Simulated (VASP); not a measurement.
Input for VASP

**INCAR**
```
SYSTEM = Sb
PREC = Accurate
ENCUT = 400
EDIFF = 1E-7
NELM = 100
ALGO = Normal
LREAL = .FALSE.
LASPH = .TRUE.
ISMEAR = -5
GGA = PS
LMAXMIX = 4
LWAVE = .FALSE.
LCHARG = .TRUE.
LORBIT = 11
NEDOS = 601
ISIF = 2
```

KPOINTS:
```
Automatic mesh
0
Gamma
9 9 1
0 0 0
```

POSCAR:
```
Sb
4.0450390
  1.0000000577  -0.0000000043   0.0000000000
 -0.4999999122   0.8660253482   0.0000000000
  0.0000000000   0.0000000000   4.5367095960
Sb
2
Cart
  0.5000005678   0.2886748245   2.4715372449
 -0.0000004222   0.5773505194   2.0651723510
```

POTCAR, in this order: Sb (PBE.64 set). Program: vasp_std.

**Question.** Write an equivalent input for Quantum ESPRESSO's pw.x.

**Answer.** One equivalent input (not run):
```
&CONTROL
  calculation = 'scf'
  pseudo_dir = './pseudo'
  outdir = './out'
  tprnfor = .true.
  tstress = .true.
/
&SYSTEM
  ibrav = 0
  nat = 2
  ntyp = 1
  ecutwfc = 80
  occupations = 'tetrahedra'
  input_dft = 'pbesol'
/
&ELECTRONS
  conv_thr = 7.3e-09
  electron_maxstep = 100
/
ATOMIC_SPECIES
  Sb 121.760 Sb.upf
CELL_PARAMETERS angstrom
     4.0450392   -0.0000000    0.0000000
    -2.0225191    3.5031063   -0.0000000
     0.0000000   -0.0000000   18.3511672
ATOMIC_POSITIONS crystal
  Sb   0.6666670  0.3333330  0.5447863
  Sb   0.3333330  0.6666670  0.4552137
K_POINTS automatic
  9 9 1 0 0 0
```
Limits of the translation: the potentials are each code's own (VASP's PAW set, PseudoDojo norm-conserving files in pw.x), so ENCUT and ecutwfc are chosen apart and not converted; conv_thr bounds pw.x's estimated SCF error, while EDIFF bounds the energy change between steps.

The cell is a sheet with vacuum, built from a generated structure.
